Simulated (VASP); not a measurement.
Here is the system:

```yaml
crystal:
  lattice:
    - [0.00000, 2.70148, 2.70148]
    - [2.70148, 0.00000, 2.70148]
    - [2.70148, 2.70148, 0.00000]
  atoms:
    - { symbol: Si, position: [0.25000, 0.25000, 0.25000] }
    - { symbol: Si, position: [0.00000, 0.00000, 0.00000] }
```

Calculation: LDA (Ceperley-Alder, Perdew-Zunger), VASP's LDA PAW potentials (set 64) (plane waves; VASP). Numerical set-up: 400 eV cut-off, 19×19×19 Γ-centred mesh, Gaussian smearing of 0.010 eV, potentials Si.

Problem. Give the direction-averaged independent-particle dielectric function (no local fields, no excitons; a broadening of 0.1 eV leaves a tail below the gap, and fine structure carries the noise of the k-mesh).

Solution. 
| ħω (eV) | ε₁ | ε₂ |
|---|---|---|
| 0.00 | 14.06 | 0.00 |
| 0.30 | 14.14 | 0.06 |
| 0.60 | 14.41 | 0.12 |
| 1.00 | 15.09 | 0.23 |
| 1.30 | 15.92 | 0.34 |
| 1.60 | 17.16 | 0.51 |
| 2.00 | 19.91 | 0.96 |
| 2.30 | 23.79 | 1.91 |
| 2.70 | 31.85 | 13.37 |
| 3.00 | 27.86 | 19.41 |
| 3.30 | 24.84 | 29.09 |
| 3.70 | 7.15 | 41.77 |
| 4.00 | -10.61 | 41.09 |
| 4.40 | -8.45 | 15.32 |
| 4.70 | -6.47 | 14.56 |
| 5.00 | -11.80 | 17.57 |
| 5.40 | -9.50 | 6.79 |
| 5.70 | -7.17 | 6.95 |
| 6.00 | -6.43 | 5.75 |
| 6.40 | -7.44 | 4.07 |
| 6.70 | -5.16 | 3.31 |
| 7.10 | -4.95 | 3.55 |
| 7.40 | -4.26 | 3.04 |
| 7.70 | -4.51 | 2.07 |
| 8.10 | -3.28 | 1.93 |
| 8.40 | -3.36 | 2.01 |
| 8.80 | -3.12 | 1.45 |
| 9.10 | -2.68 | 0.99 |
| 9.40 | -2.16 | 0.95 |
| 9.80 | -2.13 | 1.12 |
| 10.10 | -1.97 | 0.82 |
| 10.50 | -1.67 | 0.60 |
ε₂ peaks at 3.7 eV (height 41.8); ε₁(0) averages 14.06, so the electronic refractive index below the gap tends to √14.06 = 3.75.

The structure comes from a computed database's Si entry (Fd-3m); how it stands against other phases isn't given here. It was relaxed first.
